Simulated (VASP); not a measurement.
## Co2PdO4 in VASP: convergence with vacuum

Co2PdO4, a slab with vacuum:

```
CELL_PARAMETERS angstrom
2.84500 0.00000 0.00000
-1.42250 2.46384 0.00000
0.00000 0.00000 11.90952
ATOMIC_POSITIONS crystal
O 0.00000 0.00000 0.16793
O 0.66667 0.33333 0.33163
O 0.66667 0.33333 0.66837
O 0.33333 0.66667 0.83207
Co 0.33333 0.66667 0.24978
Co 0.00000 0.00000 0.75022
Pd 0.66667 0.33333 0.50000
```

```yaml
Program: VASP 6.6.1
Task: single point
Functional: LDA
Potentials_or_basis: VASP PAW LDA potentials, release 64 (O, Co, Pd)
Cutoff: 500 eV
k_mesh: 11 × 11 × 1
Occupations: gaussian, width 0.02 eV
Spin: collinear spin, ferromagnetic start
Starting_moments: "[0.0, 0.0, 0.0, 0.0, 2.0, 2.0, 0.0] μB"
```

These are the settings of the first run; the series varies vacuum, with any setting tied to it.

Hardware: 1 thread of AMD EPYC 7R43 64-Core Processor (Zen 3), with other jobs on the host.

| vacuum | energy less the tightest run, at zero smearing (meV/atom) | largest force (eV/Å) | SCF cycles | CPU time (s) | peak memory (GiB) |
| --- | --- | --- | --- | --- | --- |
| 4 | -0.25 | 2.085 | 25 | 330 | 0.19 |
| 6 | 0.43 | 2.092 | 27 | 400 | 0.22 |
| 8 | 0.34 | 2.092 | 32 | 470 | 0.25 |
| 10 | 0.24 | 2.092 | 31 | 540 | 0.27 |
| 12 | 0.19 | 2.092 | 29 | 720 | 0.28 |
| 15 | 0.10 | 2.092 | 31 | 730 | 0.31 |
| 20 | 0.00 | 2.092 | 36 | 1200 | 0.38 |

Against the tightest run, the energy stays within 1 meV/atom from 4 on; the largest force stays within 0.005 eV/Å from 6 on. The tightest run that finished is the yardstick and may itself not be fully converged.
